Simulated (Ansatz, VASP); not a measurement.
## Cross-check of TmIn between VASP and Ansatz

Aim: how closely do two programs agree when they are given the same cell, functional and k mesh? The cell is taken from a series of runs on this material, whose earlier steps may have relaxed, scaled, displaced or heated it; both programs get it as it stands.

Method: plane waves, with VASP 6.6.1 beside it; zone-centre phonons at PBEsol, in Ansatz 0.2.0.

In doubt: a part-filled 4f shell, where there is one, can sit in one of many states, so energies may not be the lowest and differences between runs may mislead; derivatives with an open 4f shell can jump between states, which bears on forces and vibrations.

### 1. Set-up

Symmetry: Pm-3m, No. 221, cubic system. Conventional cell: a = 3.727 Å, b = 3.727 Å, c = 3.727 Å, α = 90.00°, β = 90.00°, γ = 90.00°. Nearest to Tm lie 8 In at 3.23 Å. In has 8 Tm at 3.23 Å nearest. Farther neighbours are not listed.

### 2. Ansatz: zone-centre phonons, PBEsol

Ansatz runs on its default PAW (the set named soft_2) files.

Second derivatives magnify differences that forces hide, and they need a tight electronic threshold.

Input file input.yaml:

```yaml
crystal:
  lattice:
    - [3.727297677, 0.0, 0.0]
    - [0.0, 3.727297677, 0.0]
    - [0.0, 0.0, 3.727297677]
  atoms:
    - { symbol: Tm, position: [0.5, 0.5, 0.5], spin: 1.39 }
    - { symbol: In, position: [0.0, 0.0, 0.0] }
kpoints:
  mp_grid: { grid: [12, 12, 12] }
hamiltonian:
  xc: pbesol
scf:
  occupations: { method: gaussian, width: 0.15 }
output:
  eigenvalues: true
  populations: true
magnetization:
  spin_polarized: true
phonons:
  method: dfpt
  qmesh: [4, 4, 4]
  temperatures: { t_max: 1000, t_step: 50 }
  qpath:
    path:
      - [[0.0, 0.0, 0.0], [0.0, 0.5, 0.0], [0.5, 0.5, 0.0], [0.0, 0.0, 0.0], [0.5, 0.5, 0.5], [0.0, 0.5, 0.0]]
      - [[0.5, 0.5, 0.5], [0.5, 0.5, 0.0]]
    npoints: 10
```

Launch:

```console
$ ansatz run input.yaml --threads 8 --pin off --max-ram 14336MiB --backend cpu --events-out ev --progress --plain --runs-dir out
```

Numbers of over 12 decimals in the logs are rounded to 6 here.

Output:

```text
Warning: where an SCF of this run starts from atoms to list the orders of its open shells, Tm (site 0, from 0) starts with 1.50 μB on its 4f shell, in the place of the 1.39 μB that the deck gives it: an open f shell starts with all that it can hold by Hund's first rule. To start from spheres of the given moment, type scf.initial_density.shell_occupations: []
Tm: projections on atomic orbitals take those of the free atom [Kr 4d10] 4f13 5s2 5p6 5d0 6s2, of charge +0.00 (hamiltonian.pseudopotentials.projection_atoms); the dataset's partial waves leave at most 2.0e-4 of an orbital's norm unspanned inside its sphere
Engine: ansatz 0.2.0, x86_64-unknown-linux-gnu
Pseudopotentials: kind: paw
Pseudopotential: Tm, paw, valence charge 23, recommended cutoff 420 eV (normal), Tm.paw.azcp
Pseudopotential: In, paw, valence charge 13, recommended cutoff 420 eV (normal), In.paw.azcp
Functional definition: PBEsol
  exchange = pbesol_x
  correlation = pbesol_c
Crystal: 2 atoms, lattice volume = 51.782 Å³
Basis set: ecut = 420 eV, 1021 PW (Γ), exchange–correlation on 50×50×50 points (8 copies of the dense FFT grid, shifted against one another)
Bands: 23, of which v1, the nominal top of the filled ones, is band 18 counted from 1 (17 counted from 0)
Symmetry: 48 space group operations
Space group: Pm-3m (ITA 221), of the structure as read, at distance tolerance 3.7e-5 Å
Magnetic group: BNS 221.92 (UNI 1594), of the structure as read, at distance tolerance 3.7e-5 Å
k-points: 84 of 1728
Non-local potential: Tm, projectors of the file, l = 0: 3, l = 1: 2, l = 2: 2, l = 3: 3
Non-local potential: In, projectors of the file, l = 0: 2, l = 1: 2, l = 2: 2, l = 3: 2
PAW form: soft (Blöchl's): semilocal exchange-correlation on the pseudo side does not see the compensation charge
PAW frozen core: Tm, regenerated for the run's functional, and the local potential with it (the file was generated under x = pbe(κ = 0.804, μ = 0.219515), c = pbe(β = 0.066725))
PAW frozen core: In, regenerated for the run's functional, and the local potential with it (the file was generated under x = pbe(κ = 0.804, μ = 0.219515), c = pbe(β = 0.066725))
PAW one-centre angular grid: Tm, 590 points (default); XC on 64 Gauss nodes
PAW one-centre angular grid: In, 590 points (default); XC on 64 Gauss nodes
Initial density: superposition of atomic densities (chi_scale 0.1, normalization cell)
Starting moments: Σ|m| = 1.39 μB on 1 of 2 sites
Initial wavefunctions: pseudopotential atomic-orbital guess
Functional: x = pbesol(κ = 0.804, μ = 0.123457), c = pbesol(β = 0.046)
SCF 1 converged in 13 iterations: F = -18321.995997 eV  dr2 = 3.19e-11
  greatest PAW one-centre occupation: 0.997 electrons in one spin orbital (limit 2), on the Tm atom at site 0 (counted from 0), in its partial waves of l = 0
Symmetry: 24 space group operations
k-points: 119 of 1728
Initial density: read from a saved state, or passed on in memory by an earlier SCF of this step, an earlier step, the calling program or the single point that the run made first
Starting moments: Σ|m| = 1.39 μB on 1 of 2 sites; this step starts from the density that it was given
Initial wavefunctions: those read from a saved state, or passed on in memory by an earlier step or the calling program
SCF 2 converged in 6 iterations: F = -18321.998420 eV  dr2 = 3.23e-9
SCF 3 converged in 2 iterations: F = -18321.998420 eV  dr2 = 7.41e-10
Stability of the state it starts from, as read at its close in the collinear treatment: not read negative (lowest Ritz value 0.19 of the free energy's curvature over one without interaction, by its minimisation under the symmetry group of the SCF that read it); nothing settles its magnetic order
iter 1 solved again at ethr=1.46e-8 eV; its pass at ethr=3.10e-3 eV (dr2=5.24e-6 eV) is discarded
SCF iter   1: F=—  HF=-18321.998421 eV  |F-HF|=—  |Δ(HF+E_count)|=         —  Δρ=1.07e-6 (↑1.07e-6 ↓5.53e-7)  dr2=6.22e-10  dr2_m=3.55e-11  M=1.275 μB ∫|m|=1.281 μB  β_m=0.65  ethr=1.46e-8  ⟨swp⟩=5.0  Hψ=46534  notcnv=0
preconditioner: auto → Kerker (q_TF=auto, 2.568 Å⁻¹)  [metal: Δε(μ)=0.000 eV  Ē_g=11.644 eV  σ=0.150 eV  W_gap=0.00  n_scr=18 (ndim 8)  ℏωp=30.1 eV  f_vac=0.000  D(μ)=10.25/eV (n_scr^D=178)]
spin=Collinear: Kerker preconditioning applied to the charge; magnetization (m = ρ↑ − ρ↓) channel mixes plain (no charge-response kernel on spin).
SCF iter   2: F=—  HF=-18321.998420 eV  |F-HF|=—  |Δ(HF+E_count)|=   2.99e-7  Δρ=2.10e-6 (↑9.94e-7 ↓2.10e-6)  dr2=2.83e-9  dr2_m=1.52e-10  M=1.275 μB ∫|m|=1.281 μB  β_m=0.30  ethr=1.73e-12  ⟨swp⟩=4.2  Hψ=17265  notcnv=0
SCF iter   3: F=—  HF=-18321.998420 eV  |F-HF|=—  |Δ(HF+E_count)|=   1.09e-9  Δρ=6.91e-7 (↑1.98e-7 ↓6.91e-7)  dr2=8.12e-11  dr2_m=8.02e-11  M=1.275 μB ∫|m|=1.281 μB  β_m=0.65  ethr=1.73e-12  ⟨swp⟩=2.9  Hψ=11089  notcnv=0
[...]
SCF iter  12: F=-18321.998420 eV  HF=-18321.998420 eV  |F-HF|=7.28e-12  |Δ(HF+E_count)|=  3.64e-12  Δρ=5.60e-8 (↑5.02e-9 ↓5.60e-8)  dr2=1.15e-12  dr2_m=4.21e-13  M=1.275 μB ∫|m|=1.281 μB  ethr=1.00e-12  ⟨swp⟩=4.9  Hψ=25994  notcnv=0
SCF 4 converged in 12 iterations: F = -18321.998420 eV  dr2 = 1.15e-12
iter 1 solved again at ethr=2.39e-8 eV; its pass at ethr=3.10e-3 eV (dr2=8.59e-6 eV) is discarded
[...]
NSCF: frozen V_eff on 686 k-points
DFPT response loops at q = (0, 0, -0.5) (fractional): mixed as the last ones told, above
NSCF: frozen V_eff on 2016 k-points
DFPT response loops at q = (0, 0.25, 0.25) (fractional): mixed as the last ones told, above
NSCF: frozen V_eff on 1176 k-points
DFPT response loops at q = (0, 0.25, -0.5) (fractional): mixed as the last ones told, above
NSCF: frozen V_eff on 1176 k-points
DFPT response loops at q = (0, -0.5, 0.25) (fractional): mixed as the last ones told, above
NSCF: frozen V_eff on 686 k-points
DFPT response loops at q = (0, -0.5, -0.5) (fractional): mixed as the last ones told, above
NSCF: frozen V_eff on 3456 k-points
DFPT response loops at q = (0.25, 0.25, 0.25) (fractional): mixed as the last ones told, above
NSCF: frozen V_eff on 2016 k-points
DFPT response loops at q = (0.25, 0.25, -0.5) (fractional): mixed as the last ones told, above
NSCF: frozen V_eff on 1176 k-points
DFPT response loops at q = (0.25, -0.5, -0.5) (fractional): mixed as the last ones told, above
NSCF: frozen V_eff on 686 k-points
DFPT response loops at q = (-0.5, -0.5, -0.5) (fractional): mixed as the last ones told, above
SCF converged after 12 iterations
Magnetization: 1.2747 μB (18.6373 up, 17.3627 down)
Absolute magnetization: 1.2784 μB (∫|ρ↑−ρ↓|, with the PAW one-centre terms)
Spin contamination: 0.0373 ħ² per cell (⟨S²⟩ above its minimum at these occupations)
Per-site moments (μB) at R_I (Å): [(1.270680, 1.331523), (-0.000261731, 1.331523)]
Free energy (F): -18321.998420 eV
Harris-Foulkes:  -18321.998420 eV  (|F-HF|=7.28e-12)
Internal energy: -18321.883155 eV  (E = F + TS)
E sigma→0 (E₀):  -18321.940787 eV
Entropy (-TS):   -0.115266 eV (-57.633 meV/atom)
Fermi energy:    12.473174 eV
--- Per-component energies (eV) ---
  E_band       = 39.079027
  E_kinetic    = 598.259889
  E_local      = -7068.593775  (includes V_loc(G=0)·N_el)
  E_nonlocal   = 1863.148446
  E_hartree    = 2948.410859
  E_xc         = -380.208682
  E_vxc        = -297.152148  (∫ρ·V_xc dr)
  E_paw        = -11532.349205  (= ΣΔE_a)
  E_vpaw       = -953.405242  (= ΣTr[D̂ρ^β])
  E_aug_tail   = 0.000033  (compensation charges beyond the density's cutoff)
  E_ewald      = -4751.834493
  E_core_change = 1.283774  (= ΣΔE_core)
  E_smearing   = -0.115266  (= −TS)
  E_closure    = -0.000000  (closes the sum)
  Σ components = -18321.998420   (vs F -18321.998420, Δ=0.00e0)
--- Band table (eV; the first three rows and the last of 238) ---
  k-point 0 ↑: bands = [... 14 lower, 11.3936, 11.3936, 11.3936, 13.0045, 13.0045, 15.8709, 15.8709, 15.8709, ... 1 higher]
  k-point 1 ↑: bands = [... 14 lower, 11.3920, 11.3963, 11.3976, 12.8202, 13.0366, 15.6111, 15.6118, 15.6435, ... 1 higher]
  k-point 2 ↑: bands = [... 14 lower, 11.3911, 11.4040, 11.4094, 12.1734, 13.1275, 15.1132, 15.1147, 15.5881, ... 1 higher]
  k-point 118 ↓: bands = [... 14 lower, 12.1161, 12.1161, 12.3345, 12.4554, 12.4554, 12.4554, 16.7353, 16.7353, ... 1 higher]
--- Phonons (Γ-DFPT): 2 representative perturbations + reference (Σ response iterations 6) ---
  ASR residual: 8.903e-5 → 0.000e0 eV/Å²; symmetrization residual: 2.099e-5 eV/Å²
  ASR residual per site (eV/Å²): 8.58e-5 8.90e-5
  Γ frequencies (cm⁻¹): 0.00 0.00 0.00 114.02 114.02 114.02
--- Phonons (arbitrary-q DFPT): 11 irreducible q on the 4×4×4 mesh ---
  q = [0.0000, 0.0000, 0.0000] (star 1, of the zone-centre solve; hermiticity 1.28e-5, symmetrization 6.44e-12): 0.00 0.00 0.00 114.02 114.02 114.02
  q = [0.0000, 0.0000, 0.2500] (star 6, 6 solved perturbations on 588 of 1728 k-point pairs; hermiticity 1.06e-5, symmetrization 2.68e-13): 48.67 48.75 53.06 106.43 106.57 109.29
  q = [0.0000, 0.0000, -0.5000] (star 3, 6 solved perturbations on 343 of 1728 k-point pairs; hermiticity 4.64e-13, symmetrization 1.51e-13): 77.23 77.77 89.10 93.26 93.34 93.84
  q = [0.0000, 0.2500, 0.2500] (star 12, 6 solved perturbations on 1008 of 1728 k-point pairs; hermiticity 9.67e-6, symmetrization 1.94e-13): 24.95 60.76 82.30 93.12 101.32 120.92
  q = [0.0000, 0.2500, -0.5000] (star 6, 6 solved perturbations on 588 of 1728 k-point pairs; hermiticity 3.86e-6, symmetrization 1.42e-13): 48.00 58.04 71.57 94.98 118.14 118.43
  q = [0.0000, -0.5000, 0.2500] (star 6, 6 solved perturbations on 588 of 1728 k-point pairs; hermiticity 1.12e-5, symmetrization 1.31e-13): 48.26 57.75 71.28 95.00 118.19 118.74
  q = [0.0000, -0.5000, -0.5000] (star 3, 6 solved perturbations on 343 of 1728 k-point pairs; hermiticity 1.79e-6, symmetrization 1.09e-13): 27.11 28.13 65.26 96.83 132.34 132.61
  q = [0.2500, 0.2500, 0.2500] (star 8, 2 solved perturbations on 1728 of 1728 k-point pairs: no pair is spared here; hermiticity 1.17e-5, symmetrization 8.35e-12): 54.93 54.93 65.42 107.29 112.96 112.96
  q = [0.2500, 0.2500, -0.5000] (star 12, 6 solved perturbations on 1008 of 1728 k-point pairs; hermiticity 5.95e-6, symmetrization 1.94e-13): 41.60 60.03 84.75 95.35 119.53 120.47
  q = [0.2500, -0.5000, -0.5000] (star 6, 6 solved perturbations on 588 of 1728 k-point pairs; hermiticity 2.43e-6, symmetrization 3.24e-13): 55.50 55.69 81.77 100.20 121.87 122.08
  q = [-0.5000, -0.5000, -0.5000] (star 1, 2 solved perturbations on 343 of 1728 k-point pairs; hermiticity 1.50e-12, symmetrization 4.77e-12): 88.14 88.14 88.14 99.74 99.74 99.74
  sum rule: each row above includes the acoustic sum rule's correction from the zone centre's row sums; it moved no ω² by more than (0.46 cm⁻¹)²
  mesh force constants: q→R imaginary residual 3.86e-18; ASR residual 8.903e-5 → 0.000e0 eV/Å²; symmetrization residual 3.553e-15 eV/Å²
  interpolated dispersion: 62 rows × 6 modes
  density of states and harmonic sums: on the 20×20×20 q-mesh, interpolated from the force constants of a 4×4×4 supercell (no non-analytic term)
  largest difference from the sums on the solved wave vectors: F 1.41e-2 eV, S 1.81e-5 and C_V 4.01e-6 eV/K
  zero-point energy: 0.031263 eV/cell   skipped modes (ω ≤ 0): 3   left out of the sums: 6.25e-5 of the cell's modes: C_V's classical limit lies that fraction below 3 k_B per atom; for a crystal, a wire or a layer, F and S can be off by more, and a phonons.interpolated_qmesh denser along its periods is the remedy for the sampling
--- Löwdin populations: 2 sites ---
  site symbol       q [e]    m [muB]
     0     Tm     23.0351     1.2554
     1     In     12.9396     0.0174
  spilling = 0.000703 (of n_electrons = 36.000000)
```

In the SCF lines HF is the Harris–Foulkes energy and dr2 the Hartree energy of the density residual, in eV; the loop may stop once dr2 is under the threshold and the program's other checks hold. Hψ counts applications of the Hamiltonian.

(Continued in part 2 of 2.)

[Lines on the potential files, build, host, timing and source positions are cut from VASP's logs without a mark.]

[Logs are printed without paths, hosts, clocks, repeated set-up lines and the standing remarks that a program may print on its own settings, such as how far it seeks lower states.]

[Hosts, paths, dates, database ids (printed as entryN), source tags and the programs' standing remarks are cut or masked in the printed files.]
